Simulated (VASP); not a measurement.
Crystal: CdBr.

```
Cd Br
1.0
     3.36323    0.00000    0.00000
     0.00000    3.36323    0.00000
     0.00000    0.00000    4.84371
Cd Br
1 1
Direct
  0.00000 0.00000 0.00000
  0.50000 0.50000 0.50000
```

The cell was built by a generator and needn't be a form met in nature.

```yaml
Program: VASP 6.6.1
Task: relaxation of cell and atoms
Functional: r2SCAN
Dispersion: rVV10
Potentials_or_basis: VASP PAW PBE potentials, release 64 (Cd, Br)
Cutoff: 600 eV
k_mesh: 8 × 8 × 6
Occupations: gaussian, width 0.05 eV
Spin: no spin polarisation
```

At the start: pressure -1.9 GPa; volume 27.39 Å³/atom.

Q: Where does the relaxation end?

A: Over 10 steps the energy falls by 215.6 meV/atom and the volume is 25.13 Å³/atom (-8.3 %); space group P4/mmm (No. 123, to 0.05 Å).

The path:
| step | energy change (eV) | largest force (eV/Å) | pressure (GPa) | volume (Å³) |
| --- | --- | --- | --- | --- |
| 1 | 0.0000 | 0.0000 | -1.90 | 54.79 |
| 2 | -0.2068 | 0.0000 | -0.53 | 52.10 |
| 3 | -0.2754 | 0.0000 | 0.62 | 50.43 |
| 4 | -0.3671 | 0.0000 | 3.35 | 46.86 |
| 5 | 0.4070 | 0.0000 | 22.37 | 38.77 |
| 6 | -0.3694 | 0.0000 | 3.87 | 46.38 |
| 7 | -0.4268 | 0.0000 | -0.05 | 50.42 |
| 8 | -0.4294 | 0.0000 | 0.49 | 49.69 |
| 9 | -0.4312 | 0.0000 | 0.06 | 50.20 |
| 10 | -0.4313 | 0.0000 | 0.02 | 50.25 |

Final structure:
```
Cd Br
1.0
     3.66353    0.00000    0.00000
     0.00000    3.66353    0.00000
     0.00000    0.00000    3.74408
Cd Br
1 1
Direct
  0.00000 0.00000 0.00000
  0.50000 0.50000 0.50000
```

Caveat: the PAW data sets were made with another functional, which shifts forces and pressure a little; an odd number of electrons without spin polarisation forces a metal; a magnetic or distorted state may lie lower.
